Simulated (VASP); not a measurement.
# NbVTe4 (Cmmm) in VASP: relaxation of cell and atoms with PBE

Aim: the relaxation of cell and atoms of NbVTe4 with PBE.

All numbers are computed with VASP 6.6.1; they aren't measurements. Logs are shortened: lines on timing, memory, paths and dates and some standing lists are left out, and cuts for length are marked.

**1. Starting point**

The structure is orthorhombic, space group Cmmm (No. 65). The conventional cell has a = 5.534 Å, b = 6.412 Å, c = 10.499 Å, α = 90.00°, β = 90.00°, γ = 90.00°. Around Nb (site symmetry mmm) lie 8 Te at 3.54 Å. V (site symmetry mmm) is surrounded by 8 Te at 3.21 Å. Te (site symmetry 2) is surrounded by 2 Te at 2.77 Å.

The cell was built by a generator and needn't be a form met in nature.

**2. Relaxation of cell and atoms, PBE, collinear spin, ferromagnetic start**

Contents of INCAR:

```
SYSTEM = NbVTe4
PREC = Normal ; ENCUT = 520
EDIFF = 1E-4 ; ISMEAR = 0
SIGMA = 0.15 ; LREAL = .FALSE.
LASPH = .TRUE. ; NELM = 60
ALGO = Fast ; ISIF = 3
LWAVE = .FALSE. ; LCHARG = .FALSE.
ISPIN = 2 ; MAGMOM = 0 2 0 0 0 0
LORBIT = 11 ; LMAXMIX = 4
GGA = PE ; IBRION = 2
NSW = 24 ; EDIFFG = -0.08
KPAR = 2
```

Contents of KPOINTS:

```
regular mesh
0
G
  3 3 2
  0 0 0
```

Contents of POSCAR:

```
NbVTe4
1.0
    2.7671963400     -3.2057714500      0.0000000000
    2.7671963400      3.2057714500      0.0000000000
    0.0000000000      0.0000000000     10.4986520900
Nb V Te
1 1 4
Direct
    0.0000000000      0.0000000000      0.5000000000
    0.0000000000      0.0000000000      0.0000000000
    0.5000000000      0.0000000000      0.7706680300
    0.0000000000      0.5000000000      0.2293319700
    0.5000000000      0.0000000000      0.2293319700
    0.0000000000      0.5000000000      0.7706680300
```

Potentials or basis: VASP PAW PBE potentials, release 64 (Nb_sv, V_sv, Te).

On the command line:

```
$ cat potpaw_PBE.64/Nb_sv/POTCAR potpaw_PBE.64/V_sv/POTCAR potpaw_PBE.64/Te/POTCAR > POTCAR
$ mpirun -np 2 vasp_std > vasp.out
```

OUTCAR:

```text
SYSTEM = NbVTe4
   PREC = Normal
   ENCUT = 520
   EDIFF = 1E-4
   ISMEAR = 0
   LREAL = .FALSE.
   LASPH = .TRUE.
   NELM = 60
   ISIF = 3
   ISPIN = 2
   LORBIT = 11
   GGA = PE
   IBRION = 2
   NSW = 24
   EDIFFG = -0.08

 ion  position               nearest neighbor table
   1  0.000  0.000  0.500-
   2  0.000  0.000  0.000-   3 3.21   4 3.21   5 3.21   6 3.21   4 3.21   6 3.21   3 3.21   5 3.21

   3  0.500  0.000  0.771-   6 2.77   6 2.77   6 3.21   6 3.21   2 3.21   2 3.21
   4  0.000  0.500  0.229-   5 2.77   5 2.77   5 3.21   5 3.21   2 3.21   2 3.21
   5  0.500  0.000  0.229-   4 2.77   4 2.77   4 3.21   4 3.21   2 3.21   2 3.21
   6  0.000  0.500  0.771-   3 2.77   3 2.77   3 3.21   3 3.21   2 3.21   2 3.21

  LATTYP: Found a base centered orthorhombic cell.
 ALAT       =     5.5343926800
 B/A-ratio  =     1.1584907813
 C/A-ratio  =     1.8969835892

  Lattice vectors:

 A1 = (   2.7671963400,  -3.2057714500,   0.0000000000)
 A2 = (   2.7671963400,   3.2057714500,   0.0000000000)
 A3 = (   0.0000000000,   0.0000000000,  10.4986520900)

Analysis of symmetry for initial positions (statically):
=====================================================================
 Subroutine PRICEL returns:
 Original cell was already a primitive cell.

 Routine SETGRP: Setting up the symmetry group for a
 base centered orthorhombic supercell.

 Subroutine GETGRP returns: Found  8 space group operations
 (whereof  8 operations were pure point group operations)
 out of a pool of  8 trial point group operations.

The static configuration has the point symmetry D_2h.

Analysis of symmetry for dynamics (positions and initial velocities):
=====================================================================
 Subroutine PRICEL returns:
 Original cell was already a primitive cell.

 Routine SETGRP: Setting up the symmetry group for a
 base centered orthorhombic supercell.

 Subroutine GETGRP returns: Found  8 space group operations
 (whereof  8 operations were pure point group operations)
 out of a pool of  8 trial point group operations.

The dynamic configuration has the point symmetry D_2h.

Analysis of structural, dynamic, and magnetic symmetry:
=====================================================================
 Subroutine PRICEL returns:
 Original cell was already a primitive cell.
[... 137 lines left out ...]
   NGX = 15   NGY = 15   NGZ = 39

--------------------------------------- Ionic step        1  -------------------------------------------

 number of electron      50.0000070 magnetization       3.6178862

 Free energy of the ion-electron system (eV)
  ---------------------------------------------------
  ext. energy  EPLUGINS =         0.00000000
  ---------------------------------------------------
  free energy    TOTEN  =       -25.14951749 eV

  energy without entropy =      -25.08886307  energy(sigma->0) =      -25.11919028

------------------------ aborting loop because EDIFF is reached ----------------------------------------

  FORCE on cell =-STRESS in cart. coord.  units (eV):
  Direction    XX          YY          ZZ          XY          YZ          ZX
  --------------------------------------------------------------------------------------
  -------------------------------------------------------------------------------------
  Total        8.2451996      3.4767821    -13.7516658      0.0000000      0.0000000      0.0000000
  in kB       70.9211359     29.9055630   -118.2850400      0.0000000      0.0000000      0.0000000
  external PRESSURE =      -5.8194470 kB  Pullay stress =       0.0000000 kB
[... 101 lines left out ...]
  FREE ENERGIE OF THE ION-ELECTRON SYSTEM (eV)
  ---------------------------------------------------
  free  energy   TOTEN  =       -29.4763880534 eV

  energy  without entropy=      -29.4247748246  energy(sigma->0) =      -29.45058144

 E-fermi :   7.5681     XC(G=0):  -9.9441

 val. band max:        7.5675813628   @ k =   0.3333   0.3333   0.5000
 cond. band min:       7.5781052487   @ k =   0.3333   0.3333   0.0000
 fundamental gap:      0.0105238859
 Fermi energy:         7.5680997023

 spin component 1

 k-point     1 :       0.0000    0.0000    0.0000
  band No.  band energies     occupation
      1     -57.4466      1.00000
      2     -47.6608      1.00000
      3     -31.3589      1.00000
      4     -31.3474      1.00000
      5     -31.3191      1.00000
      6     -23.8094      1.00000
[... 536 lines left out ...]
     30       9.2279      0.00000
     31       9.4665      0.00000

[... ionic steps 4 to 12 ...]

--------------------------------------- Ionic step       13  -------------------------------------------

 number of electron      49.9999972 magnetization       2.0422148

------------------------ aborting loop because EDIFF is reached ----------------------------------------
[... 75 lines left out ...]
--------------------------------------- Ionic step       15  -------------------------------------------

 number of electron      49.9999976 magnetization       2.0673093

 Free energy of the ion-electron system (eV)
  ---------------------------------------------------
  ext. energy  EPLUGINS =         0.00000000
  ---------------------------------------------------
  free energy    TOTEN  =       -30.83587617 eV

  energy without entropy =      -30.77505774  energy(sigma->0) =      -30.80546695

 E-fermi :   7.8464     XC(G=0): -10.0389

 val. band max:        7.8396350092   @ k =  -0.3333   0.3333   0.5000
 cond. band min:       7.8479107501   @ k =   0.3333   0.3333   0.5000
 fundamental gap:      0.0082757410
 Fermi energy:         7.8464134405

 spin component 1

 k-point     1 :       0.0000    0.0000    0.0000
  band No.  band energies     occupation
      1     -57.1765      1.00000
      2     -47.4081      1.00000
      3     -31.0915      1.00000
      4     -31.0797      1.00000
      5     -31.0518      1.00000
      6     -23.5581      1.00000
[... 569 lines left out ...]
  FREE ENERGIE OF THE ION-ELECTRON SYSTEM (eV)
  ---------------------------------------------------
  free  energy   TOTEN  =       -30.8358761665 eV

  energy  without entropy=      -30.7750577376  energy(sigma->0) =      -30.80546695

 reached required accuracy - stopping structural energy minimisation

 total charge

# of ion       s       p       d       tot
------------------------------------------
    1        2.132   5.963   2.515  10.609
    2        2.148   6.076   3.124  11.348
    3        1.399   1.908   0.054   3.361
    4        1.399   1.908   0.054   3.361
    5        1.399   1.908   0.054   3.361
    6        1.399   1.908   0.054   3.361
--------------------------------------------------
tot          9.876  19.669   5.857  35.401

 magnetization (x)

# of ion       s       p       d       tot
------------------------------------------
    1       -0.000  -0.009  -0.359  -0.368
    2        0.032   0.022   2.392   2.446
    3       -0.002  -0.049   0.005  -0.046
    4       -0.002  -0.049   0.005  -0.046
    5       -0.002  -0.049   0.005  -0.046
    6       -0.002  -0.049   0.005  -0.046
--------------------------------------------------
tot          0.025  -0.184   2.054   1.894
```

CONTCAR:

```text
NbVTe4
   1.00000000000000
     3.2529543862868966   -3.5366330584096235    0.0000000000000000
     3.2529543862868966    3.5366330584096235    0.0000000000000000
     0.0000000000000000    0.0000000000000000    6.8962743234935395
  Nb              V               Te
     1     1     4
Direct
     0.0000000000000000    0.0000000000000000    0.5000000000000000
     0.0000000000000000    0.0000000000000000    0.0000000000000000
     0.5000000000000000    0.0000000000000000    0.7454659643420105
     0.0000000000000000    0.5000000000000000    0.2545340356579895
     0.5000000000000000    0.0000000000000000    0.2545340356579895
     1.0000000000000000    0.5000000000000000    0.7454659643420105

  0.00000000E+00  0.00000000E+00  0.00000000E+00
  0.00000000E+00  0.00000000E+00  0.00000000E+00
  0.00000000E+00  0.00000000E+00  0.00000000E+00
  0.00000000E+00  0.00000000E+00  0.00000000E+00
  0.00000000E+00  0.00000000E+00  0.00000000E+00
  0.00000000E+00  0.00000000E+00  0.00000000E+00
```

Wall time 5.1 min (2 MPI ranks of Intel Xeon 6975P-C (Granite Rapids), shared host); peak memory 0.27 GiB.

Results:

```yaml
Free_energy: -30.8359 eV
Relaxed_volume: 26.45 Å³/atom
Relaxed_cell: a = 4.805 Å, b = 4.805 Å, c = 6.896 Å, α = 90.00°, β = 90.00°, γ = 94.79°
Space_group_after_relaxing_to_0.05_Å: Cmmm (No. 65)
Energy_gained_by_relaxing: 947.7 meV/atom
Ionic_steps: 15
Pressure_after_relaxing: -0.2 GPa
Largest_force_after_relaxing: 0.048 eV/Å
Band_gap_on_the_k_mesh: none (metal or under the smearing width)
Net_moment: 2.07 μB per cell
Site_moments: Nb -0.37; V +2.45; Te -0.05 μB
Valence_electrons_inside_the_program's_atomic_spheres: Nb 10.61; V 11.35; Te 3.36
```

Forces on the atoms (eV/Å):
```
Nb   0.000  0.000  0.000
V    0.000  0.000  0.000
Te   0.000  0.000 -0.048
Te   0.000  0.000  0.048
Te   0.000  0.000  0.048
Te   0.000  0.000 -0.048
```

Stress tensor (GPa, compression positive):
```
-0.09  0.00  0.00
 0.00 -0.18  0.00
 0.00  0.00 -0.36
```

Step by step:
| step | energy change (eV) | largest force (eV/Å) | pressure (GPa) | volume (Å³) |
| --- | --- | --- | --- | --- |
| 1 | 0.0000 | 0.3560 | -0.58 | 186.27 |
| 2 | -2.0937 | 0.5182 | -2.68 | 181.59 |
| 3 | -4.3269 | 1.8245 | 8.75 | 146.13 |
| 4 | -5.1747 | 0.9272 | -2.33 | 166.74 |
| 5 | -5.2649 | 1.0246 | -1.62 | 163.46 |
| 6 | -5.3008 | 1.0917 | -1.07 | 161.47 |
| 7 | -5.5720 | 0.6582 | 0.93 | 155.20 |
| 8 | -5.5749 | 0.0074 | 3.47 | 150.37 |
| 9 | -5.6063 | 0.3335 | 2.27 | 152.66 |
| 10 | -5.6672 | 0.1707 | -1.02 | 161.80 |
| 11 | -5.6827 | 0.0277 | -0.14 | 158.82 |
| 12 | -5.6827 | 0.0216 | -0.18 | 158.70 |
| 13 | -5.6639 | 0.1437 | 0.97 | 155.66 |
| 14 | -5.6826 | 0.0185 | 0.12 | 158.58 |
| 15 | -5.6864 | 0.0477 | -0.21 | 158.68 |

Final structure:
```
Nb V Te
1.0
     3.25295   -3.53663    0.00000
     3.25295    3.53663    0.00000
     0.00000    0.00000    6.89627
Nb V Te
1 1 4
Direct
  0.00000 0.00000 0.50000
  0.00000 0.00000 0.00000
  0.50000 0.00000 0.74547
  0.00000 0.50000 0.25453
  0.50000 0.00000 0.25453
  0.00000 0.50000 0.74547
```

Levels at points of the mesh, in eV from the Fermi level:
Spin up:
```tsv
k point	band 23	band 24	band 25	band 26	band 27	band 28	band 29	band 30
(0.00, 0.00, 0.00)	-0.45	-0.20	-0.19	-0.11	0.38	0.80	0.81	1.19
(0.00, 0.00, 0.50)	-0.93	-0.89	-0.26	-0.20	-0.13	0.24	0.91	1.49
```
Spin down:
| k point | band 22 | band 23 | band 24 | band 25 | band 26 | band 27 |
| --- | --- | --- | --- | --- | --- | --- |
| (0.00, 0.00, 0.00) | -0.55 | -0.45 | 0.69 | 0.79 | 0.96 | 1.29 |
| (0.00, 0.00, 0.50) | -0.79 | -0.68 | -0.52 | 0.19 | 0.52 | 0.64 |

Caveat: the k mesh is coarse (spacing up to 0.50 Å⁻¹), so the values aren't converged; the relaxation stopped at a loose force limit of 0.08 eV/Å, so its end isn't a converged minimum. Spin-orbit coupling is left out, which matters for the levels of Te.
